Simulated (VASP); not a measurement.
**Te2W (relaxed from the pyrite structure, space group Pa-3): computed properties**

Calculation: PBEsol GGA, VASP's PBE PAW potentials (set 64) (plane waves; VASP 6.6.1).

```yaml
space_group: Pa-3 (205)
cell: a = b = c = 6.609 Å, α = β = γ = 90.00°
volume_per_atom: 24.06 Å^3/atom
band gap (over mesh and band path): none (metal, semimetal or under 0.01 eV)
density: 10.10 g/cm³
```

```yaml
crystal:
  lattice:
    - [6.60940, 0.00000, 0.00000]
    - [0.00000, 6.60940, 0.00000]
    - [0.00000, 0.00000, 6.60940]
  atoms:
    - { symbol: W, position: [0.00000, 0.00000, 0.00000] }
    - { symbol: W, position: [0.50000, 0.50000, 0.00000] }
    - { symbol: W, position: [0.00000, 0.50000, 0.50000] }
    - { symbol: W, position: [0.50000, 0.00000, 0.50000] }
    - { symbol: Te, position: [0.36157, 0.36157, 0.36157] }
    - { symbol: Te, position: [0.86157, 0.13843, 0.63843] }
    - { symbol: Te, position: [0.63843, 0.86157, 0.13843] }
    - { symbol: Te, position: [0.13843, 0.63843, 0.86157] }
    - { symbol: Te, position: [0.63843, 0.63843, 0.63843] }
    - { symbol: Te, position: [0.13843, 0.86157, 0.36157] }
    - { symbol: Te, position: [0.36157, 0.13843, 0.86157] }
    - { symbol: Te, position: [0.86157, 0.36157, 0.13843] }
```

Unless said otherwise, spin-orbit coupling is left out, though it shifts the bands of the heavy elements here.

The structure was generated: Te2W was put into the pyrite type (Pa-3), which need not be its known phase. It was relaxed first, which changed the volume by -28 %. Symmetry was kept, so distortions that lower it aren't found.
